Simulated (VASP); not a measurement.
# LiAl32 (a cell with a defect) in VASP: a series of runs, part 3 of 3

VASP 6.6.1.

## (5) Single point, PBE

File INCAR:

```
SYSTEM = LiAl32
PREC = Accurate
ENCUT = 520
EDIFF = 1E-6
ISMEAR = 0
SIGMA = 0.05
LREAL = Auto
LASPH = .TRUE.
NELM = 100
ALGO = Fast
ISIF = 2
LWAVE = .FALSE.
LCHARG = .TRUE.
GGA = PE
LELF = .TRUE.
LVHAR = .TRUE.
NBANDS = 72
```

File KPOINTS:

```
Automatic mesh
0
G
  2 2 2
  0 0 0
```

File POSCAR:

```
LiAl32
1.0
    8.1000000000      0.0000000000      0.0000000000
    0.0000000000      8.1000000000      0.0000000000
    0.0000000000      0.0000000000      8.1000000000
Al Li
32 1
Direct
    0.5000045679      0.0013819753      0.0044481481
    0.7451450617      0.2462016049      0.0037717284
    0.7591955556     -0.0077311111      0.2578274074
    0.0000145679      0.0056998765     -0.0021616049
    0.2548790123      0.2461944444      0.0037782716
    0.5000049383      0.4941433333     -0.0005241975
    0.7362532099      0.7474858025     -0.0105328395
    0.2409065432     -0.0077361728      0.2578318519
    0.5000046914      0.2454958025      0.2486164198
    0.7457830864      0.4978449383      0.2465287654
    0.5000522222      0.0067756790      0.5040208642
    0.7360908642      0.2607165432      0.5025990123
    0.7459843210      0.0034420988      0.7520791358
    0.0000223457      0.4827739506     -0.0118893827
    0.2637477778      0.7474795062     -0.0105002469
    0.0000149383      0.2524051852      0.2440520988
    0.2542179012      0.4979135802      0.2465520988
    0.5000525926      0.7460798765      0.2432402469
   -0.0000634568      0.0731524691      0.5244676543
    0.2639098765      0.2606834568      0.5026049383
    0.5000460494      0.4940834568      0.4998707407
    0.7222308642      0.7411666667      0.5088088889
    0.2540158025      0.0034179012      0.7520093827
    0.5000046914      0.2505441975      0.7559458025
    0.7450691358      0.4966098765      0.7535207407
   -0.0000633333      0.7252559259      0.1775675309
    0.0000223457      0.4980945679      0.5003791358
    0.2780046914      0.7411132099      0.5088614815
    0.0000219753      0.2618986420      0.7674706173
    0.2549692593      0.4966046914      0.7535258025
    0.5000458025      0.7502537037      0.7560612346
    0.0000218519      0.7495591358      0.7520880247
    0.0001934568      0.8093041975      0.4412127160
```

Potentials or basis: VASP PAW PBE potentials, release 64 (Al, Li_sv).

Run with:

```console
$ cat potpaw_PBE.64/Al/POTCAR potpaw_PBE.64/Li_sv/POTCAR > POTCAR
$ mpirun -np 1 vasp_std > vasp.out
```

OUTCAR:

```text
SYSTEM = LiAl32
   PREC = Accurate
   ENCUT = 520
   EDIFF = 1E-6
   ISMEAR = 0
   LREAL = Auto
   LASPH = .TRUE.
   NELM = 100
   ISIF = 2
   GGA = PE

 ion  position               nearest neighbor table
   1  0.500  0.001  0.004-   9 2.80   5 2.81   2 2.81   7 2.81  15 2.81  18 2.83  24 2.85  13 2.85
                            23 2.86  31 2.86   8 2.94   3 2.94
   2  0.745  0.246  0.004-   1 2.81   9 2.81  29 2.82  14 2.82  24 2.82   6 2.82  10 2.83  13 2.83
                            16 2.84   4 2.84  25 2.87   3 2.91
   3  0.759  0.992  0.258-  33 2.87   4 2.87  16 2.87  22 2.89  18 2.90  11 2.90   2 2.91   9 2.94
                             1 2.94   7 2.95  12 2.95  19 2.98  26 2.98
   4  0.000  0.006  0.998-  26 2.70  29 2.79  16 2.82   5 2.84   2 2.84  13 2.86  23 2.86   3 2.87
                             8 2.87  32 2.88  15 2.99   7 2.99
   5  0.255  0.246  0.004-   1 2.81   9 2.81  29 2.82  14 2.82  24 2.82   6 2.82  17 2.83  23 2.83
                            16 2.84   4 2.84  30 2.87   8 2.91
   6  0.500  0.494  0.999-  24 2.79   7 2.81  15 2.81  30 2.81  25 2.81  10 2.82  17 2.82   5 2.82
                             2 2.82  18 2.84   9 2.85  31 2.86
   7  0.736  0.747  0.989-  26 2.63  31 2.69  25 2.79   6 2.81  18 2.81   1 2.81  13 2.83  32 2.87
                            10 2.90   3 2.95   4 2.99  14 3.03
   8  0.241  0.992  0.258-  33 2.86   4 2.87  16 2.87  28 2.89  11 2.90  18 2.90   5 2.91   9 2.94
                             1 2.94  15 2.95  20 2.95  19 2.98  26 2.98
   9  0.500  0.245  0.249-   1 2.80   5 2.81   2 2.81  12 2.81  20 2.81  11 2.83   6 2.85  10 2.85
[... 34 lines left out ...]
                             8 2.98  27 3.20
  27  0.000  0.498  0.500-  33 2.57  20 2.88  12 2.88  16 2.88  32 2.88  29 2.89  17 2.91  10 2.91
                            30 2.91  25 2.91  22 2.99  28 2.99  26 3.20
  28  0.278  0.741  0.509-  33 2.38  21 2.69  31 2.69  18 2.80  11 2.80  30 2.81   8 2.89  23 2.90
                            17 2.90  27 2.99  32 2.99
  29  0.000  0.262  0.767-  19 2.49  14 2.53   4 2.79  30 2.81  25 2.81   5 2.82   2 2.82  27 2.89
                            23 2.94  13 2.94  20 3.03  12 3.03
  30  0.255  0.497  0.754-  15 2.79  20 2.79  28 2.81  14 2.81  29 2.81   6 2.81  24 2.81  31 2.86
                            21 2.86   5 2.87  32 2.91  27 2.91
  31  0.500  0.750  0.756-   7 2.69  15 2.69  28 2.69  22 2.69  25 2.86  30 2.86  13 2.86  23 2.86
                             1 2.86   6 2.86  11 2.91  21 2.93
  32  0.000  0.750  0.752-  33 2.56  15 2.87   7 2.87   4 2.88  27 2.88  14 2.89  23 2.91  30 2.91
                            25 2.91  13 2.91  22 2.99  28 2.99  19 3.20
[... 220 lines left out ...]

 number of electron      98.9999998 magnetization

 Free energy of the ion-electron system (eV)
  ---------------------------------------------------
  ext. energy  EPLUGINS =         0.00000000
  ---------------------------------------------------
  free energy    TOTEN  =      -119.77593836 eV

  energy without entropy =     -119.76167399  energy(sigma->0) =     -119.76880617

 E-fermi :   7.6904     XC(G=0): -10.2134

 val. band max:        7.6774150554   @ k =   0.5000   0.0000   0.0000
 cond. band min:       7.7139056772   @ k =   0.0000   0.0000   0.5000
 fundamental gap:      0.0364906218
 Fermi energy:         7.6903975178

 k-point     1 :       0.0000    0.0000    0.0000
  band No.  band energies     occupation
      1     -38.0806      2.00000
      2      -3.1329      2.00000
      3      -1.0997      2.00000
      4      -1.0674      2.00000
      5      -0.8735      2.00000
      6      -0.8599      2.00000
[... 501 lines left out ...]
     60      11.0798      0.00000
     61      11.1608      0.00000
 [bands above 61 left out]

------------------------ aborting loop because EDIFF is reached ----------------------------------------

  FORCE on cell =-STRESS in cart. coord.  units (eV):
  Direction    XX          YY          ZZ          XY          YZ          ZX
  --------------------------------------------------------------------------------------
  -------------------------------------------------------------------------------------
  Total        8.2388135     12.2161173     12.2133642     -0.0089031      3.7908200      0.0080674
  in kB       24.8382043     36.8288976     36.8205978     -0.0268407     11.4284858      0.0243214
  external PRESSURE =      32.8292332 kB  Pullay stress =       0.0000000 kB

 VOLUME and BASIS-vectors are now :
 -----------------------------------------------------------------------------
  energy-cutoff  :      520.00
  volume of cell :      531.44
      direct lattice vectors                 reciprocal lattice vectors
     8.100000000  0.000000000  0.000000000     0.123456790  0.000000000  0.000000000
     0.000000000  8.100000000  0.000000000     0.000000000  0.123456790  0.000000000
     0.000000000  0.000000000  8.100000000     0.000000000  0.000000000  0.123456790

 POSITION                                       TOTAL-FORCE (eV/Angst)
 -----------------------------------------------------------------------------------
      4.05004      0.01119      0.03603        -0.000059     -0.012657      0.008968
      6.03567      1.99423      0.03055         0.011122     -0.013685      0.013961
      6.14948      8.03738      2.08840         0.052309     -0.024547      0.025033
      0.00012      0.04617      8.08249        -0.000114      0.059915     -0.082644
      2.06452      1.99417      0.03060        -0.010456     -0.013644      0.013926
      4.05004      4.00256      8.09575         0.000037     -0.002404     -0.000058
[... 25 lines left out ...]
      0.00018      6.07143      6.09191        -0.000219     -0.013997      0.079642
      0.00157      6.55536      3.57382         0.000324     -0.190126      0.193060
 -----------------------------------------------------------------------------------
    total drift:                                0.000642      0.034756     -0.022571

  FREE ENERGIE OF THE ION-ELECTRON SYSTEM (eV)
  ---------------------------------------------------
  free  energy   TOTEN  =      -119.7759383558 eV

  energy  without entropy=     -119.7616739851  energy(sigma->0) =     -119.76880617
```

stdout:

```text
POSCAR found type information on POSCAR AlLi
 POSCAR found :  2 types and      33 ions
 scaLAPACK will be used
 LDA part: xc-table for (Slater+PW92), standard interpolation
 POSCAR, INCAR and KPOINTS ok, starting setup
 FFT: planning ... GRIDC
 FFT: planning ... GRID_SOFT
 FFT: planning ... GRID
 WAVECAR not read
 entering main loop
WARNING in EDDRMM: call to ZHEGV failed, returncode =   6  3     22
WARNING in EDDRMM: call to ZHEGV failed, returncode =   6  3     55
WARNING in EDDRMM: call to ZHEGV failed, returncode =   6  3     50
WARNING in EDDRMM: call to ZHEGV failed, returncode =   8  4     61
WARNING in EDDRMM: call to ZHEGV failed, returncode =   6  3     68
```

It took 4.8 min on 1 thread of Intel Xeon 6975P-C (Granite Rapids), shared host; peak memory 0.57 GiB.

Results:

| Property | Result |
| --- | --- |
| Free energy | -119.7759 eV |
| Largest force | 0.271 eV/Å |
| Band gap on the k mesh | none (metal or under the smearing width) |

Forces on the atoms (eV/Å):
```
Al   0.000 -0.013  0.009
Al   0.011 -0.014  0.014
Al   0.052 -0.025  0.025
Al   0.000  0.060 -0.083
Al  -0.010 -0.014  0.014
Al   0.000 -0.002  0.000
Al   0.005  0.015  0.008
Al  -0.053 -0.024  0.025
Al   0.000 -0.009  0.013
Al   0.021  0.037 -0.003
Al  -0.001  0.015 -0.002
Al   0.005 -0.008 -0.016
Al   0.021  0.003 -0.037
Al   0.000  0.027  0.013
Al  -0.005  0.015  0.008
Al   0.000  0.081 -0.059
Al  -0.021  0.037 -0.004
Al   0.000  0.002 -0.015
Al   0.001  0.043 -0.132
Al  -0.005 -0.008 -0.016
Al   0.001 -0.030 -0.015
Al  -0.053 -0.016  0.016
Al  -0.020  0.003 -0.036
Al   0.000  0.000  0.002
Al   0.016 -0.004  0.004
Al   0.000  0.133 -0.041
Al   0.000 -0.081  0.014
Al   0.052 -0.015  0.014
Al   0.000 -0.015 -0.028
Al  -0.015 -0.005  0.004
Al   0.000  0.015  0.031
Al   0.000 -0.014  0.080
Li   0.000 -0.190  0.193
```

Caveat: the k mesh is coarse (spacing up to 0.39 Å⁻¹), so the values aren't converged; the cutoff is under 1.25 times the usual one of these potentials, so pressure, stress and relaxed cells hold a basis-set (Pulay) error.
